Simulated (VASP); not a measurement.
The system is SnO.

```
Sn O
1.0
     3.83538    0.00000    0.00000
     0.00000    3.83538    0.00000
     0.00000    0.00000    4.72805
Sn O
2 2
Direct
  0.50000 0.00000 0.24596
  0.00000 0.50000 0.75404
  0.00000 0.00000 0.00000
  0.50000 0.50000 0.00000
```

Base run:

| Item | Value |
| --- | --- |
| Program | VASP 6.6.1 |
| Functional | PBE0 |
| Potentials or basis | VASP PAW PBE potentials, release 64 (Sn_d, O) |
| Cutoff | 520 eV |
| k mesh | 4 × 4 × 4 |
| Occupations | gaussian, width 0.03 eV |
| Spin | no spin polarisation |

Its results: pressure -2.3 GPa; largest force 0.673 eV/Å.

Problem. The run is repeated on the same cell with these changes: functional from PBE0 to PBE; dispersion from none to D3(BJ). What comes out?

Solution. Pressure -0.1 GPa; largest force 0.082 eV/Å.

Several settings changed at once, so the effect can't be laid on one alone.

Caveats: some runs use coarse meshes; the PAW data sets were made with another functional, which shifts forces and pressure a little (some runs); pairwise dispersion overbinds metals, which lowers pressure and volume (some runs).
